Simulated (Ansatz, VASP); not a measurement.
**BN: VASP beside Ansatz**

Wanted: the spread between two codes on one cell, functional and k mesh. The cell is taken from a series of runs on this material, whose earlier steps may have relaxed, scaled, displaced or heated it; both programs get it as it stands.

Method: plane waves, with VASP 6.6.1 beside it; zone-centre phonons at PBE with D3(BJ), in Ansatz 0.2.0.

## (1) Starting point

It takes space group F-43m (No. 216, cubic). The conventional cell has a = 3.607 Å, b = 3.607 Å, c = 3.607 Å, α = 90.00°, β = 90.00°, γ = 90.00°. B has 4 N at 1.56 Å nearest. N has 4 B at 1.56 Å nearest. Farther neighbours and most contacts between anions are not listed.

Coordinates:

```cif
data_structure
_symmetry_space_group_name_H-M 'F-43m'
_symmetry_Int_Tables_number 216
_cell_length_a 3.6065
_cell_length_b 3.6065
_cell_length_c 3.6065
_cell_angle_alpha 90.000
_cell_angle_beta 90.000
_cell_angle_gamma 90.000
_cell_volume 46.91
loop_
_atom_site_label
_atom_site_type_symbol
_atom_site_symmetry_multiplicity
_atom_site_Wyckoff_symbol
_atom_site_fract_x
_atom_site_fract_y
_atom_site_fract_z
_atom_site_occupancy
B1 B 4 a 0.00000 0.00000 0.00000 1
N1 N 4 c 0.25000 0.25000 0.25000 1
```

## (2) Ansatz: zone-centre phonons, PBE with D3(BJ)

Ansatz runs on its default PAW (the set named soft_2) files.

Second derivatives magnify differences that forces hide, and they need a tight electronic threshold.

Input file input.yaml:

```yaml
crystal:
  lattice:
    - [0.0, 1.8032643345, 1.8032643345]
    - [1.8032643345, 0.0, 1.8032643345]
    - [1.8032643345, 1.8032643345, 0.0]
  atoms:
    - { symbol: B, position: [0.0, 0.0, 0.0] }
    - { symbol: "N", position: [0.75, 0.75, 0.75] }
kpoints:
  mp_grid: { grid: [10, 10, 10] }
hamiltonian:
  xc: pbe
  dispersion: d3bj
scf:
  occupations: { method: fixed }
output:
  eigenvalues: true
phonons:
  method: dfpt
  dielectric: true
  rigid_motions: translations
```

Started as:

```bash
ansatz run input.yaml --threads 4 --pin off --max-ram 15360MiB --backend cpu --events-out ev --progress --plain --runs-dir out
```

Numbers of over 12 decimals in the logs are rounded to 6 here.

Output:

```text
Engine: ansatz 0.2.0, aarch64-unknown-linux-gnu
Pseudopotentials: kind: paw
Pseudopotential: B, paw, valence charge 3, recommended cutoff 420 eV (normal), B.paw.azcp
Pseudopotential: N, paw, valence charge 5, recommended cutoff 420 eV (normal), N.paw.azcp
Functional definition: PBE
  parameter kappa = 0.804
  parameter beta = 0.066725
  exchange = pbe_x(kappa = kappa, mu = beta*pi^2/3)
  correlation = pbe_c(beta = beta)
Crystal: 2 atoms, lattice volume = 11.728 Å³
Basis set: ecut = 420 eV, 259 PW (Γ), exchange–correlation on 36×36×36 points (8 copies of the dense FFT grid, shifted against one another)
Bands: 8, of which v1, the nominal top of the filled ones, is band 4 counted from 1 (3 counted from 0)
Symmetry: 24 space group operations
k-points: 171 of 1000 (irreducible under 4 space group operations, time reversal used)
Non-local potential: B, projectors of the file, l = 0: 2, l = 1: 2, l = 2: 1
Non-local potential: N, projectors of the file, l = 0: 2, l = 1: 2, l = 2: 1
PAW form: soft (Blöchl's): semilocal exchange-correlation on the pseudo side does not see the compensation charge
PAW one-centre angular grid: B, 110 points (default); XC on 64 Gauss nodes
PAW one-centre angular grid: N, 110 points (default); XC on 64 Gauss nodes
Initial density: superposition of atomic densities (neutral atoms: chi_scale 0, normalization atom), corrected by the library's trained network
Initial wavefunctions: pseudopotential atomic-orbital guess
Functional: x = pbe(κ = 0.804, μ = 0.219515), c = pbe(β = 0.066725)
SCF iter   1: F=—  HF=-542.693827 eV  |F-HF|=—  |Δ(HF+E_count)|=         —  Δρ=1.52e-3  dr2=1.25e-4  ethr=1.77e-3  ⟨swp⟩=3.9  Hψ=7768  notcnv=0  defer=281
preconditioner: auto → none  [insulator: Δε(μ)=4.480 eV  Ē_g=20.112 eV  n_scr=0 (ndim 8)  ℏωp=30.7 eV  f_vac=0.000  ε∞_Penn≈3.3]
SCF iter   2: F=—  HF=-542.693968 eV  |F-HF|=—  |Δ(HF+E_count)|=   1.41e-4  Δρ=8.18e-4  dr2=2.17e-5  ethr=1.56e-6  ⟨swp⟩=2.0  Hψ=3751  notcnv=0  defer=314
SCF iter   3: F=—  HF=-542.694021 eV  |F-HF|=—  |Δ(HF+E_count)|=   5.31e-5  Δρ=3.31e-4  dr2=5.34e-6  ethr=2.71e-7  ⟨swp⟩=2.6  Hψ=2135  notcnv=0  defer=155
SCF iter   4: F=—  HF=-542.694034 eV  |F-HF|=—  |Δ(HF+E_count)|=   1.28e-5  Δρ=2.29e-5  dr2=1.65e-8  ethr=6.67e-8  ⟨swp⟩=2.2  Hψ=1971  notcnv=0
SCF iter   5: F=—  HF=-542.694033 eV  |F-HF|=—  |Δ(HF+E_count)|=   2.27e-7  Δρ=7.60e-6  dr2=1.64e-9  ethr=2.06e-10  ⟨swp⟩=2.5  Hψ=1930  notcnv=0
SCF iter   6: F=-542.694033 eV  HF=-542.694033 eV  |F-HF|=1.05e-11  |Δ(HF+E_count)|=   4.65e-9  Δρ=8.03e-7  dr2=2.72e-11  ethr=1.25e-12  ⟨swp⟩=5.1  Hψ=8013  notcnv=0
SCF 1 converged in 6 iterations: F = -542.694033 eV  dr2 = 2.72e-11
  greatest PAW one-centre occupation: 0.788 electrons in one spin orbital (limit 2), on the N atom at site 1 (counted from 0), in its partial waves of l = 0
NSCF: frozen V_eff on 2 k-points
DFPT response loops at Γ: preconditioner auto → none (the input reference at scf.mixing.eps_inf says where Resta's filter doesn't serve); β = 0.50; Broyden in place of MSR1
── the response to a field inside a basis, on 10×10×10 k-points: an SCF that follows is theirs, and a resumed run solves both again ──
Bands: 5, of which v1, the nominal top of the filled ones, is band 4 counted from 1 (3 counted from 0)
k-points: 110 of 1000 (irreducible under 6 space group operations, time reversal used)
Initial density: handed on by an earlier stage of this run
Initial wavefunctions: pseudopotential atomic-orbital guess (no wavefunctions were taken with the density)
Eigensolver: Dense (110 Hₖ)
SCF iter   1: F=—  HF=-542.698821 eV  |F-HF|=—  |Δ(HF+E_count)|=         —  Δρ=7.68e-4  dr2=8.68e-6  ethr=1.00e-1
preconditioner: auto → none  [insulator: Δε(μ)=4.764 eV  Ē_g=16.483 eV  n_scr=0 (ndim 8)  ℏωp=30.7 eV  f_vac=0.000  ε∞_Penn≈4.5]
SCF iter   2: F=—  HF=-542.698834 eV  |F-HF|=—  |Δ(HF+E_count)|=   1.33e-5  Δρ=3.75e-4  dr2=2.11e-6  ethr=1.09e-7
SCF iter   3: F=—  HF=-542.698839 eV  |F-HF|=—  |Δ(HF+E_count)|=   5.21e-6  Δρ=1.07e-4  dr2=6.33e-7  ethr=2.64e-8
SCF iter   4: F=-542.698839 eV  HF=-542.698839 eV  |F-HF|=2.55e-9  |Δ(HF+E_count)|=  3.55e-10  Δρ=1.23e-5  dr2=5.35e-9  ethr=7.91e-9
SCF 1 converged in 4 iterations: F = -542.698839 eV  dr2 = 5.35e-9
  greatest PAW one-centre occupation: 0.787 electrons in one spin orbital (limit 2), on the N atom at site 1 (counted from 0), in its partial waves of l = 0
DFPT response loops at Γ: mixed as the last ones told, above
SCF converged after 6 iterations
Free energy (F): -542.694033 eV
Harris-Foulkes:  -542.694033 eV  (|F-HF|=1.05e-11)
Internal energy: -542.694033 eV  (E = F + TS)
E sigma→0 (E₀):  -542.694033 eV
Fermi energy:    11.293130 eV
--- Per-component energies (eV) ---
  E_band       = 27.068014
  E_kinetic    = 186.037674
  E_local      = -174.608800  (includes V_loc(G=0)·N_el)
  E_nonlocal   = 56.643653
  E_hartree    = 48.926248
  E_xc         = -93.551066
  E_vxc        = -116.367555  (∫ρ·V_xc dr)
  E_paw        = -206.494000  (= ΣΔE_a)
  E_vpaw       = -22.489571  (= ΣTr[D̂ρ^β])
  E_aug_tail   = 0.000104  (compensation charges beyond the density's cutoff)
  E_ewald      = -359.226455
  E_disp       = -0.421391  (pairwise vdW)
  E_smearing   = -0.000000  (= −TS)
  E_closure    = -0.000000  (closes the sum)
  Σ components = -542.694033   (vs F -542.694033, Δ=0.00e0)
--- Band table (eV; the first three rows and the last of 171) ---
  k-point 0: bands = ["-9.0186", "11.2931", "11.2931", "11.2931", "20.1578", "20.1578", "20.1578", "21.7294"]
  k-point 1: bands = ["-8.7739", "10.0196", "11.0387", "11.0387", "20.4393", "20.5445", "20.5445", "22.5212"]
  k-point 2: bands = ["-8.0538", "7.2902", "10.4637", "10.4637", "20.8246", "21.3436", "21.3436", "24.1808"]
  k-point 170: bands = ["-3.2982", "2.9867", "4.4586", "5.8514", "20.8645", "23.8086", "26.2001", "27.0497"]
--- Phonons (Γ-DFPT): 2 representative perturbations + reference, on 171 of 1000 k-points (Σ response iterations 6) ---
  k mesh reduced under 4 symmetry operations, with k and −k counted as one. Each operation leaves every solved perturbation unchanged. A smaller set is not considered because the run solves the response to a homogeneous field
  ASR residual: 2.657e-4 → 0.000e0 eV/Å²; symmetrization residual: 7.478e-7 eV/Å²
  pairwise dispersion correction: d3bj (s6 = 1.0, s8 = 0.7875, a1 = 0.4289, a2_bohr = 4.4407), with the weights of each atom's references fixed at the reference crystal's, and the forces and stress that the weights' published response gives there kept as a pressure on the atom's counted neighbours (hamiltonian.dispersion)
  ASR residual per site (eV/Å²): 4.31e-5 2.66e-4
  Γ frequencies (cm⁻¹): 0.00 0.00 0.00 1045.90 1045.90 1045.90
  ε∞ (high-frequency dielectric tensor):
        4.599045     0.000000     0.000000
        0.000000     4.599045     0.000000
        0.000000     0.000000     4.599045
  ε⁰ (static dielectric tensor: ions relaxed, cell fixed):
        6.885675    -0.000000    -0.000000
       -0.000000     6.885675     0.000000
       -0.000000     0.000000     6.885675
  ε⁰ − ε∞ (ionic part):
        2.286630    -0.000000    -0.000000
       -0.000000     2.286630     0.000000
       -0.000000     0.000000     2.286630
  softest optical mode at Γ: 1045.90 cm⁻¹; the repairs (sum rule, projections) moved no ω² at Γ by more than (2.30 cm⁻¹)²
  Born effective charges Z* (e; rows j = field, columns β = displacement):
    site 0:
         1.90717   -0.00000   -0.00000
        -0.00000    1.90717    0.00000
        -0.00000    0.00000    1.90717
    site 1:
        -1.90717    0.00000    0.00000
         0.00000   -1.90717   -0.00000
         0.00000   -0.00000   -1.90717
  Z* charge neutrality: 8.795e-5 e pre-enforcement
  solved inside a basis spanned on kpoints, on 10×10×10 k-points, its susceptibility summed on 14×14×14: ε∞ is read to err by 1.1e-2, Z* by 6.2e-3 e (field_mesh: kpoints solves on kpoints); Z* is corrected for what the basis lacks
  optical modes at Γ without the LO–TO term, one row a degenerate level:
      ω (cm⁻¹)  modes    IR ((D/Å)²/amu)
       1045.90      3            41.2612
  optical modes at Γ + LO–TO along q̂ = [1.0000, 0.0000, 0.0000]:
      ω (cm⁻¹)  modes    IR ((D/Å)²/amu)
       1045.90      2            27.5075
       1279.76      1            13.7537
  optical modes at Γ + LO–TO along q̂ = [0.0000, 1.0000, 0.0000]:
      ω (cm⁻¹)  modes    IR ((D/Å)²/amu)
       1045.90      2            27.5075
       1279.76      1            13.7537
  optical modes at Γ + LO–TO along q̂ = [0.0000, 0.0000, 1.0000]:
      ω (cm⁻¹)  modes    IR ((D/Å)²/amu)
       1045.90      2            27.5075
       1279.76      1            13.7537
```

Reading the cycles: dr2 is the Hartree energy of the density residual (eV), the measure of convergence; HF is the Harris–Foulkes estimate of the energy, which meets the free energy F at convergence.

(Part 1 of 2 ends here.)

[Lines on the potential files, build, host, timing and source positions are cut from VASP's logs without a mark.]

[Logs are printed without paths, hosts, clocks, repeated set-up lines and the standing remarks that a program may print on its own settings, such as how far it seeks lower states.]

[Hosts, paths, dates, database ids (printed as entryN), source tags and the programs' standing remarks are cut or masked in the printed files.]
